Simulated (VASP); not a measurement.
```
CdS
1.0
    0.00000     2.74616     2.74616
    2.74616     0.00000     2.74616
    2.74616     2.74616     0.00000
Cd S
1 1
Direct
  0.00000   0.00000   0.00000
  0.50000   0.50000   0.50000
```

Level of theory: modified Becke-Johnson potential (mBJ) with spin-orbit coupling, VASP's PBE PAW potentials (set 64) (plane waves; VASP). Settings: 400 eV cut-off, 6×6×6 Γ-centred mesh, Gaussian smearing of 0.050 eV, potentials Cd S.

mBJ is a potential without an energy functional, so only the levels count.

Q: Give the energies of bands 9 to 22 at the high-symmetry points, in eV from the valence-band maximum.

A: 
```tsv
band	Γ	X	U	L	W
9	-7.09	-6.87	-6.94	-7.04	-6.97
10	-7.09	-6.87	-6.94	-7.04	-6.97
11	-7.06	-6.40	-6.64	-7.02	-6.56
12	-7.06	-6.40	-6.64	-7.02	-6.56
13	-0.73	-3.74	-3.21	-4.24	-2.83
14	-0.73	-3.74	-3.21	-4.24	-2.83
15	-0.61	-1.92	-2.95	-0.01	-2.81
16	-0.61	-1.92	-2.95	-0.01	-2.81
17	-0.61	-1.83	-1.20	0.00	-2.24
18	-0.61	-1.83	-1.20	0.00	-2.24
19	2.31	1.69	3.30	4.74	4.31
20	2.31	1.69	3.30	4.74	4.31
21	9.86	6.87	7.49	6.92	7.96
22	9.86	6.87	7.49	6.92	7.96
```

The gap is indirect, 1.69 eV, from the valence maximum at L to the conduction minimum at X.

The structure comes from a computed database's CdS entry (Fm-3m); how it stands against other phases isn't given here. It was relaxed first. The cell's shape comes from a PBE relaxation.
